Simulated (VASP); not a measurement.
# Sr8Ti8NO23 (a cell with a defect) in VASP: settings compared

One crystal, Sr8Ti8NO23 (a cell with a defect), is run at these levels: PBE, HSE06; tasks: relaxation of the atoms, single point.

Program: VASP 6.6.1. These are calculated values, not measurements. Logs are shortened: lines on timing, memory, paths and dates and some standing lists are left out, and cuts for length are marked.

## 1. Starting point

The cell holds a defect, 40 atoms: a = 7.880 Å, b = 7.880 Å, c = 7.880 Å, α = 90.00°, β = 90.00°, γ = 90.00°.

## 2. Relaxation of the atoms, PBE, collinear spin, ferromagnetic start

The input, INCAR:

```
SYSTEM = Sr8Ti8NO23
PREC = Normal
ENCUT = 450
EDIFF = 1E-6
ISMEAR = 0
SIGMA = 0.01
LREAL = Auto
LASPH = .True.
NELM = 150
ALGO = Normal
ISIF = 2
LWAVE = .False.
LCHARG = .False.
ISPIN = 2
MAGMOM = 0 0 0 0 0 0 0 0 0.333333 0 0 0 0.333333 0 0 0 0.333333 0 0 0 0 0 0 0 0 0 0 0 0 0 0 0 0 0 0 0 0 0 0 0
LORBIT = 11
LMAXMIX = 4
GGA = PE
IBRION = 2
NSW = 70
EDIFFG = -0.025
AMIX = 0.2
BMIX = 1E-4
AMIX_MAG = 0.8
BMIX_MAG = 1E-4
ICORELEVEL = 1
ISYM = 0
LUSENCCL = .False.
```

The input, KPOINTS:

```
Automatic mesh
0
Monkhorst
  2 2 2
  0 0 0
```

The input, POSCAR:

```
Sr8Ti8NO23
1.0
    7.8804100000      0.0000000000      0.0000000000
    0.0000000000     -7.8804100000      0.0000000000
    0.0000000000      0.0000000000     -7.8804100000
Sr Ti N O
8 8 1 23
Direct
    0.2500000000      0.2500000000      0.2500000000
    0.2500000000      0.2500000000      0.7500000000
    0.2500000000      0.7500000000      0.2500000000
    0.2500000000      0.7500000000      0.7500000000
    0.7500000000      0.2500000000      0.2500000000
    0.7500000000      0.2500000000      0.7500000000
    0.7500000000      0.7500000000      0.2500000000
    0.7500000000      0.7500000000      0.7500000000
    0.9967149600      0.5007053900      0.4993174400
    0.0000000000      0.5000000000      0.0000000000
    0.0000000000      0.0000000000      0.5000000000
    0.0000000000      0.0000000000      0.0000000000
    0.5026741700      0.4960917700      0.4908087300
    0.5000000000      0.5000000000      0.0000000000
    0.5000000000      0.0000000000      0.5000000000
    0.5000000000      0.0000000000      0.0000000000
    0.2433934200      0.5031875300      0.4946525100
    0.2500000000      0.5000000000      0.0000000000
    0.2500000000      0.0000000000      0.5000000000
    0.2500000000      0.0000000000      0.0000000000
    0.7500000000      0.5000000000      0.5000000000
    0.7500000000      0.5000000000      0.0000000000
    0.7500000000      0.0000000000      0.5000000000
    0.7500000000      0.0000000000      0.0000000000
    0.0000000000      0.2500000000      0.5000000000
    0.0000000000      0.2500000000      0.0000000000
    0.0000000000      0.7500000000      0.5000000000
    0.0000000000      0.7500000000      0.0000000000
    0.5000000000      0.2500000000      0.5000000000
    0.5000000000      0.2500000000      0.0000000000
    0.5000000000      0.7500000000      0.5000000000
    0.5000000000      0.7500000000      0.0000000000
    0.0000000000      0.5000000000      0.2500000000
    0.0000000000      0.5000000000      0.7500000000
    0.0000000000      0.0000000000      0.2500000000
    0.0000000000      0.0000000000      0.7500000000
    0.5000000000      0.5000000000      0.2500000000
    0.5000000000      0.5000000000      0.7500000000
    0.5000000000      0.0000000000      0.2500000000
    0.5000000000      0.0000000000      0.7500000000
```

Potentials or basis: VASP PAW PBE potentials, release 64 (Sr_sv, Ti_sv, N, O).

On the command line:

```bash
> cat potpaw_PBE.64/Sr_sv/POTCAR potpaw_PBE.64/Ti_sv/POTCAR potpaw_PBE.64/N/POTCAR potpaw_PBE.64/O/POTCAR > POTCAR
> mpirun -np 1 vasp_std > vasp.out
```

OUTCAR:

```text
SYSTEM = Sr8Ti8NO23
   PREC = Normal
   ENCUT = 450
   EDIFF = 1E-6
   ISMEAR = 0
   LREAL = Auto
   LASPH = .True.
   NELM = 150
   ISIF = 2
   ISPIN = 2
   LORBIT = 11
   GGA = PE
   IBRION = 2
   NSW = 70
   EDIFFG = -0.025
   AMIX = 0.2
   AMIX_MAG = 0.8
   ISYM = 0

 ion  position               nearest neighbor table
   1  0.250  0.250  0.250-  17 2.78  18 2.79  19 2.79  20 2.79  25 2.79  26 2.79  29 2.79  30 2.79
                            33 2.79  35 2.79  37 2.79  39 2.79  13 3.37  11 3.41  12 3.41  10 3.41
   2  0.250  0.250  0.750-  18 2.79  19 2.79  20 2.79  25 2.79  26 2.79  29 2.79  30 2.79  34 2.79
                            36 2.79  38 2.79  40 2.79  17 2.83  10 3.41  11 3.41  12 3.41  14 3.41
   3  0.250  0.750  0.250-  17 2.74  18 2.79  19 2.79  20 2.79  27 2.79  28 2.79  31 2.79  32 2.79
                            33 2.79  35 2.79  37 2.79  39 2.79  13 3.40  11 3.41  12 3.41  10 3.41
   4  0.250  0.750  0.750-  18 2.79  19 2.79  20 2.79  27 2.79  28 2.79  31 2.79  32 2.79  34 2.79
                            36 2.79  38 2.79  40 2.79  17 2.80  10 3.41  11 3.41  12 3.41  14 3.41
   5  0.750  0.250  0.250-  21 2.79  22 2.79  23 2.79  24 2.79  25 2.79  26 2.79  29 2.79  30 2.79
                            33 2.79  35 2.79  37 2.79  39 2.79  13 3.34   9 3.40  11 3.41  12 3.41
   6  0.750  0.250  0.750-  21 2.79  22 2.79  23 2.79  24 2.79  25 2.79  26 2.79  29 2.79  30 2.79
                            34 2.79  36 2.79  38 2.79  40 2.79   9 3.40  10 3.41  11 3.41  12 3.41
   7  0.750  0.750  0.250-  21 2.79  22 2.79  23 2.79  24 2.79  27 2.79  28 2.79  31 2.79  32 2.79
                            33 2.79  35 2.79  37 2.79  39 2.79  13 3.38   9 3.39  11 3.41  12 3.41
   8  0.750  0.750  0.750-  21 2.79  22 2.79  23 2.79  24 2.79  27 2.79  28 2.79  31 2.79  32 2.79
                            34 2.79  36 2.79  38 2.79  40 2.79   9 3.40  10 3.41  11 3.41  12 3.41
   9  0.997  0.501  0.499-  21 1.94  17 1.94  27 1.96  33 1.96  34 1.98  25 1.98   7 3.39   8 3.40
[... 37 lines left out ...]
  39  0.500  0.000  0.250-  15 1.97  16 1.97   5 2.79   7 2.79   1 2.79   3 2.79
  40  0.500  0.000  0.750-  15 1.97  16 1.97   6 2.79   8 2.79   2 2.79   4 2.79

IMPORTANT INFORMATION: All symmetrisations will be switched off!
NOSYMM: (Re-)initialisation of all symmetry stuff for point group C_1.

----------------------------------------------------------------------------------------

                                     Primitive cell

  volume of cell :     489.3803

  direct lattice vectors                    reciprocal lattice vectors
     7.880410000  0.000000000  0.000000000     0.126896951  0.000000000  0.000000000
     0.000000000 -7.880410000  0.000000000     0.000000000 -0.126896951  0.000000000
     0.000000000  0.000000000 -7.880410000     0.000000000  0.000000000 -0.126896951

  length of vectors
     7.880410000  7.880410000  7.880410000     0.126896951  0.126896951  0.126896951

  position of ions in fractional coordinates (direct lattice)
     0.250000000  0.250000000  0.250000000
     0.250000000  0.250000000  0.750000000
     0.250000000  0.750000000  0.250000000
     0.250000000  0.750000000  0.750000000
     0.750000000  0.250000000  0.250000000
     0.750000000  0.250000000  0.750000000
[... 32 lines left out ...]
     0.500000000  0.000000000  0.250000000
     0.500000000  0.000000000  0.750000000

  ion indices of the primitive-cell ions
   primitive index   ion index
                 1           1
                 2           2
                 3           3
                 4           4
                 5           5
                 6           6
[... 32 lines left out ...]
                39          39
                40          40

----------------------------------------------------------------------------------------

 KPOINTS: Automatic mesh

Automatic generation of k-mesh.
 Grid dimensions read from file:
 generate k-points for:    2    2    2

 Generating k-lattice:

  Cartesian coordinates                     Fractional coordinates (reciprocal lattice)
     0.063448475  0.000000000  0.000000000     0.500000000  0.000000000  0.000000000
     0.000000000 -0.063448475  0.000000000     0.000000000  0.500000000  0.000000000
     0.000000000  0.000000000 -0.063448475     0.000000000  0.000000000  0.500000000

  Length of vectors
     0.063448475  0.063448475  0.063448475

  Shift w.r.t. Gamma in fractional coordinates (k-lattice)
     0.500000000  0.500000000  0.500000000

 Subroutine IBZKPT returns following result:
 ===========================================

 Found      4 irreducible k-points:

 Following reciprocal coordinates:
            Coordinates               Weight
  0.250000  0.250000  0.250000      2.000000
[... 46 lines left out ...]
   GGA     = PE    functional components
   LHFCALC =     F    Hartree Fock is set to
   AEXX    =    0.0000 exact exchange contribution
   IVDW    =     0    specifies the selected vdW correction
   LEPSILON=     F    determine dielectric tensor
   LRPA    =     F    only Hartree local field effects (RPA)
 conjugate gradient relaxation of ions
 spin polarized calculation
 Gauss-broadening in eV      SIGMA  =   0.01
  energy-cutoff  :      450.00
  volume of cell :      489.38
 maximum number of plane-waves:     10618
   NGX = 27   NGY = 27   NGZ = 27

--------------------------------------- Ionic step        1  -------------------------------------------

 number of electron     318.9998703 magnetization       0.9999991

 Free energy of the ion-electron system (eV)
  ---------------------------------------------------
  ext. energy  EPLUGINS =         0.00000000
  ---------------------------------------------------
  free energy    TOTEN  =      -319.05714611 eV

  energy without entropy =     -319.05714611  energy(sigma->0) =     -319.05714611

------------------------ aborting loop because EDIFF is reached ----------------------------------------

  FORCE on cell =-STRESS in cart. coord.  units (eV):
  Direction    XX          YY          ZZ          XY          YZ          ZX
  --------------------------------------------------------------------------------------
  -------------------------------------------------------------------------------------
  Total        0.9646129     -1.0967416     -0.8003770      0.1527077      1.1216313      0.2225215
  in kB        3.1580370     -3.5906120     -2.6203466      0.4999482      3.6720980      0.7285109
  external PRESSURE =      -1.0176405 kB  Pullay stress =       0.0000000 kB
[... 203 lines left out ...]
  FREE ENERGIE OF THE ION-ELECTRON SYSTEM (eV)
  ---------------------------------------------------
  free  energy   TOTEN  =      -319.1394105864 eV

  energy  without entropy=     -319.1394105864  energy(sigma->0) =     -319.13941059

[... ionic steps 4 to 9 ...]

--------------------------------------- Ionic step       10  -------------------------------------------

 number of electron     318.9998794 magnetization       0.9999987

------------------------ aborting loop because EDIFF is reached ----------------------------------------
[... 143 lines left out ...]
--------------------------------------- Ionic step       12  -------------------------------------------

 number of electron     318.9998789 magnetization       0.9999987

 Free energy of the ion-electron system (eV)
  ---------------------------------------------------
  ext. energy  EPLUGINS =         0.00000000
  ---------------------------------------------------
  free energy    TOTEN  =      -319.16348902 eV

  energy without entropy =     -319.16348902  energy(sigma->0) =     -319.16348902

 the core state eigenenergies are
   1-  1s -15923.2706  2s  -2145.8330  2p  -1905.2251  3s   -321.8288  3p   -244.1985
       3d   -116.0945
   2-  1s -15923.1529  2s  -2145.7147  2p  -1905.1069  3s   -321.7113  3p   -244.0810
       3d   -115.9770
   3-  1s -15923.1543  2s  -2145.7161  2p  -1905.1083  3s   -321.7127  3p   -244.0824
       3d   -115.9784
   4-  1s -15923.2717  2s  -2145.8340  2p  -1905.2261  3s   -321.8297  3p   -244.1994
       3d   -116.0954
   5-  1s -15923.2422  2s  -2145.8039  2p  -1905.1961  3s   -321.7977  3p   -244.1674
       3d   -116.0634
   6-  1s -15923.2711  2s  -2145.8331  2p  -1905.2253  3s   -321.8267  3p   -244.1964
       3d   -116.0925
   7-  1s -15923.2740  2s  -2145.8360  2p  -1905.2282  3s   -321.8295  3p   -244.1992
       3d   -116.0953
   8-  1s -15923.2378  2s  -2145.7994  2p  -1905.1917  3s   -321.7933  3p   -244.1630
       3d   -116.0591
   9-  1s  -4858.1147  2s   -527.2406  2p   -434.4843
[... 29 lines left out ...]
  39-  1s   -500.1191
  40-  1s   -500.1208

 E-fermi :   4.4765     XC(G=0): -11.1348

 val. band max:        4.2995136038   @ k =   0.2500   0.2500   0.2500
 cond. band min:       4.5469788158   @ k =  -0.2500   0.2500   0.2500
 fundamental gap:      0.2474652119
 Fermi energy:         4.4765249020

 spin component 1

 k-point     1 :       0.2500    0.2500    0.2500
  band No.  band energies     occupation
      1     -52.6071      1.00000
      2     -52.6058      1.00000
      3     -52.5874      1.00000
      4     -52.5864      1.00000
      5     -52.5784      1.00000
      6     -52.5763      1.00000
[... 231 lines left out ...]
     44     -13.2932      1.00000
     45     -13.0115      1.00000

 Fermi energy:         4.4765249020

 spin component 2

 k-point     1 :       0.2500    0.2500    0.2500
  band No.  band energies     occupation
      1     -52.6077      1.00000
      2     -52.6063      1.00000
      3     -52.5913      1.00000
      4     -52.5904      1.00000
      5     -52.5822      1.00000
      6     -52.5802      1.00000
[... 685 lines left out ...]
    170       7.4274      0.00000
    171       7.4346      0.00000
 [bands above 171 left out]

------------------------ aborting loop because EDIFF is reached ----------------------------------------

  FORCE on cell =-STRESS in cart. coord.  units (eV):
  Direction    XX          YY          ZZ          XY          YZ          ZX
  --------------------------------------------------------------------------------------
  -------------------------------------------------------------------------------------
  Total        0.7395197     -1.1176021     -1.2889384      0.0117778      1.1284736      0.0114721
  in kB        2.4211063     -3.6589069     -4.2198430      0.0385592      3.6944989      0.0375583
  external PRESSURE =      -1.8192145 kB  Pullay stress =       0.0000000 kB
[... 55 lines left out ...]
  FREE ENERGIE OF THE ION-ELECTRON SYSTEM (eV)
  ---------------------------------------------------
  free  energy   TOTEN  =      -319.1634890215 eV

  energy  without entropy=     -319.1634890215  energy(sigma->0) =     -319.16348902

 reached required accuracy - stopping structural energy minimisation

 total charge

# of ion       s       p       d       tot
------------------------------------------
    1        1.998   5.789   0.194   7.982
    2        1.998   5.790   0.197   7.985
    3        1.998   5.790   0.197   7.985
    4        1.998   5.789   0.194   7.981
    5        1.997   5.789   0.192   7.979
    6        1.997   5.789   0.191   7.977
[... 32 lines left out ...]
   39        1.573   3.483   0.000   5.057
   40        1.573   3.483   0.000   5.057
--------------------------------------------------
tot         71.273 179.136  15.500 265.909

 magnetization (x)

# of ion       s       p       d       tot
------------------------------------------
    1        0.000   0.002   0.004   0.005
    2       -0.000  -0.000  -0.002  -0.002
    3       -0.000  -0.000  -0.002  -0.002
    4        0.000   0.002   0.004   0.006
    5        0.000   0.000  -0.000  -0.000
    6       -0.000  -0.000   0.001   0.000
[... 32 lines left out ...]
   39        0.000   0.000   0.000   0.000
   40        0.000   0.000   0.000   0.000
--------------------------------------------------
tot          0.016   0.751  -0.059   0.707
```

It took 60 min on 1 × NVIDIA H100 80GB with 1 thread of AMD EPYC 7R13 (Zen 3), shared host; peak memory 1.6 GiB.

Results:

| Quantity | Value |
| --- | --- |
| Free energy | -319.1635 eV |
| Energy gained by relaxing | 2.7 meV/atom |
| Ionic steps | 12 |
| Largest force after relaxing | 0.020 eV/Å |
| Net moment | 1.00 μB per cell |
| Site moments | Sr +0.01, -0.00, +0.00; Ti -0.03, -0.00; N +0.42; O +0.01, -0.00, +0.02, +0.00, +0.03, +0.04 μB |
| Valence electrons inside the program's atomic spheres | Sr 7.98, 7.99; Ti 10.30, 10.26; N 3.65; O 5.05, 5.06 |

Forces on the atoms (eV/Å):
```
Sr   0.001 -0.004 -0.010
Sr  -0.001  0.000  0.005
Sr   0.001  0.002 -0.015
Sr  -0.002 -0.001  0.008
Sr  -0.002 -0.005 -0.009
Sr   0.002  0.001  0.003
Sr   0.000 -0.003 -0.004
Sr   0.004  0.000  0.002
Ti   0.001  0.001  0.005
Ti   0.005  0.004  0.015
Ti   0.000  0.008  0.018
Ti  -0.006 -0.001  0.002
Ti  -0.010 -0.003 -0.008
Ti  -0.007  0.001 -0.014
Ti  -0.004 -0.007  0.012
Ti   0.003  0.002  0.005
N    0.014  0.004  0.005
O    0.001  0.000 -0.002
O    0.004 -0.001  0.001
O    0.002  0.000  0.003
O    0.006  0.007  0.000
O   -0.003 -0.002 -0.012
O   -0.006  0.004  0.003
O   -0.005  0.001  0.001
O   -0.009 -0.002  0.000
O    0.000 -0.002 -0.007
O   -0.005  0.004  0.004
O   -0.001  0.001  0.002
O    0.009  0.003 -0.005
O    0.000 -0.002 -0.008
O    0.007 -0.003  0.005
O    0.001  0.000  0.002
O    0.004 -0.003 -0.007
O    0.006  0.000  0.007
O   -0.001 -0.004  0.002
O    0.000  0.004 -0.003
O   -0.004 -0.005 -0.008
O   -0.005  0.001  0.005
O    0.001 -0.005 -0.002
O    0.000  0.005 -0.002
```

The path:
```csv
step,energy change (eV),largest force (eV/Å),pressure (GPa)
1,0.0000,1.2743,-0.10
2,-0.0676,0.6092,-0.17
3,-0.0823,0.2620,-0.18
4,-0.0940,0.1831,-0.18
5,-0.0963,0.1660,-0.18
6,-0.1022,0.0849,-0.18
7,-0.1025,0.0997,-0.18
8,-0.1050,0.0578,-0.18
9,-0.1052,0.0652,-0.18
10,-0.1060,0.0536,-0.18
11,-0.1060,0.0434,-0.18
12,-0.1063,0.0202,-0.18
```

Final structure:
```xyz
40
Lattice="7.8804 0.0000 0.0000 0.0000 -7.8804 0.0000 0.0000 0.0000 -7.8804" Properties=species:S:1:pos:R:3 pbc="T T T"
Sr    1.9692   -1.9257   -1.9237
Sr    1.9690   -1.9797   -5.8932
Sr    1.9685   -5.9010   -1.9744
Sr    1.9691   -5.9523   -5.9471
Sr    5.9098   -1.9725   -1.9692
Sr    5.9086   -1.9668   -5.9056
Sr    5.9093   -5.9118   -1.9633
Sr    5.9084   -5.9046   -5.8996
Ti    7.8734   -3.9408   -3.9379
Ti    0.0020   -3.9393   -7.8777
Ti    0.0013   -0.0005   -3.9364
Ti    7.8741   -7.8797   -7.8756
Ti    3.9440   -3.9347   -3.9264
Ti    3.9381   -3.9405   -7.8669
Ti    3.9389   -7.8749   -3.9387
Ti    3.9445   -0.0006   -7.8785
N     1.9671   -3.9457   -3.9368
O     1.9685   -3.9401   -0.0019
O     1.9683   -7.8794   -3.9400
O     1.9692   -0.0003   -7.8793
O     5.9075   -3.9413   -3.9443
O     5.9088   -3.9405   -7.8723
O     5.9087   -0.0043   -3.9394
O     5.9096   -0.0001   -7.8801
O     7.8762   -1.9636   -3.9311
O     7.8792   -1.9690   -7.8773
O     7.8702   -5.9200   -3.9478
O     7.8800   -5.9122   -0.0009
O     3.9395   -1.9635   -3.9298
O     3.9394   -1.9683   -7.8762
O     3.9447   -5.9194   -3.9465
O     3.9387   -5.9116    0.0000
O     7.8714   -3.9325   -1.9618
O     7.8803   -3.9490   -5.9162
O     7.8800   -7.8793   -1.9673
O     7.8791   -0.0029   -5.9115
O     3.9447   -3.9307   -1.9616
O     3.9357   -3.9480   -5.9160
O     3.9386   -7.8785   -1.9663
O     3.9395   -0.0023   -5.9107
```

Levels at points of the mesh, in eV from the valence-band top:
Spin up:
| k point | band 156 | band 157 | band 158 | band 159 | band 160 | band 161 | band 162 | band 163 | band 164 | band 165 |
| --- | --- | --- | --- | --- | --- | --- | --- | --- | --- | --- |
| (0.25, 0.25, 0.25) | -0.74 | -0.67 | -0.61 | -0.58 | -0.22 | 2.02 | 2.09 | 2.10 | 2.18 | 2.22 |
Spin down:
```csv
k point,band 157,band 158,band 159,band 160,band 161,band 162
"(0.25, 0.25, 0.25)",-0.65,-0.59,0.00,0.25,2.02,2.09
```

Core levels (eV, on the scale of the bands):
```
atom                                                                levels
1 Sr  1s -15923.3, 2s -2145.8, 2p -1905.2, 3s -321.8, 3p -244.2, 3d -116.1
2 Sr  1s -15923.2, 2s -2145.7, 2p -1905.1, 3s -321.7, 3p -244.1, 3d -116.0
3 Sr  1s -15923.2, 2s -2145.7, 2p -1905.1, 3s -321.7, 3p -244.1, 3d -116.0
4 Sr  1s -15923.3, 2s -2145.8, 2p -1905.2, 3s -321.8, 3p -244.2, 3d -116.1
5 Sr  1s -15923.2, 2s -2145.8, 2p -1905.2, 3s -321.8, 3p -244.2, 3d -116.1
6 Sr  1s -15923.3, 2s -2145.8, 2p -1905.2, 3s -321.8, 3p -244.2, 3d -116.1
```

Caveat: the cutoff is under 1.25 times the usual one of these potentials, so pressure, stress and relaxed cells hold a basis-set (Pulay) error.

(Continued in part 2 of 2.)
